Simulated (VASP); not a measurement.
Method: revPBE GGA, VASP's PBE PAW potentials (set 64) (plane waves; VASP 6.6.1).

Input for VASP

INCAR:
```
ALGO=Normal
EDIFF=1E-6
EDIFFG=-0.01
ENCUT=520
GGA=RE
IBRION=2
ISIF=3
ISMEAR=1
LASPH=.True.
LCHARG=.False.
LMAXMIX=4
LREAL=.False.
LWAVE=.False.
NELM=100
NSW=60
PREC=Accurate
SIGMA=0.1
SYSTEM=CuZn
```

POSCAR:
```
CuZn
1
    2.9500000000     0.0000000000     0.0000000000
    0.0000000000     2.9500000000     0.0000000000
    0.0000000000     0.0000000000     2.9500000000
Zn Cu
1 1
Direct
  0.5000000000   0.5000000000   0.5000000000
  0.0000000000   0.0000000000   0.0000000000
```

KPOINTS:
```
Automatic mesh
0
Gamma
11 11 11
0 0 0
```

POTCAR, in this order: Zn Cu (PBE.64 set). Program: vasp_std.

Energy and stress use the plane-wave basis of the starting cell.

Predict the energy per atom (σ→0), volume per atom, band gap (on the k-mesh).

```
Item                                                         Value
------------------------  ----------------------------------------
energy per atom (σ→0)                               -2167 meV/atom
band gap (on the k-mesh)  none (metal, semimetal or under 0.01 eV)
volume per atom                                     13.41 Å^3/atom
```

File OSZICAR:
```
...
DAV:   2    -0.438539331989E+01    0.62712E-01   -0.10380E+00  1694   0.264E+01    0.140E+00
DAV:   3    -0.433890953139E+01    0.46484E-01   -0.26373E-01  1701   0.163E+01    0.648E-01
DAV:   4    -0.433486016808E+01    0.40494E-02   -0.11698E-02  2285   0.275E+00    0.273E-01
DAV:   5    -0.433348100708E+01    0.13792E-02   -0.10142E-03  2759   0.582E-01    0.174E-02
DAV:   6    -0.433348154975E+01   -0.54267E-06   -0.45738E-05  2019   0.950E-02    0.854E-03
DAV:   7    -0.433347952287E+01    0.20269E-05   -0.17276E-06  1494   0.250E-02    0.873E-04
DAV:   8    -0.433347962984E+01   -0.10696E-06   -0.55393E-07   966   0.121E-02
   3 F= -.43334796E+01 E0= -.43334483E+01  d E =-.175536E-01
```

The compound is CuZn in the CsCl type structure. This run relaxes it. Symmetry was kept, so distortions that lower it aren't found. The electron count is odd and the run is not spin-polarised, which forces a metal.
